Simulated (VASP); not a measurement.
Runs of VASP 6.6.1 on TaTl. It takes space group Pm-3m (No. 221, cubic). The conventional cell has a = 3.622 Å, b = 3.622 Å, c = 3.622 Å, α = 90.00°, β = 90.00°, γ = 90.00°. Around Ta (site symmetry m-3m) lie 8 Tl at 3.14 Å. Tl (site symmetry m-3m) has 8 Ta at 3.14 Å as nearest neighbours. The cell was built by a generator and needn't be a form met in nature.

```csv
task,spin,cell,cutoff (eV),pressure (GPa),relaxed volume (Å³/atom)
relaxation of cell and atoms,"SOC, no magnetisation",relaxed,600,0.0,19.15
relaxation of cell and atoms,off,relaxed,600,0.0,19.18
band structure,"SOC, no magnetisation",as given,520,-19.6,-
band structure,off,as given,520,(a),-
```

Alike in all rows: level LDA; potentials or basis VASP PAW LDA potentials, release 64 (Ta_pv, Tl_d); k mesh 5 × 5 × 5; smearing fermi-dirac 0.05 eV.

Problem. Fill in the values left out.

Solution. (a) -19.7.

Caveats: the volume moved by over 15 % at a fixed basis, so the end points are rough (some runs).
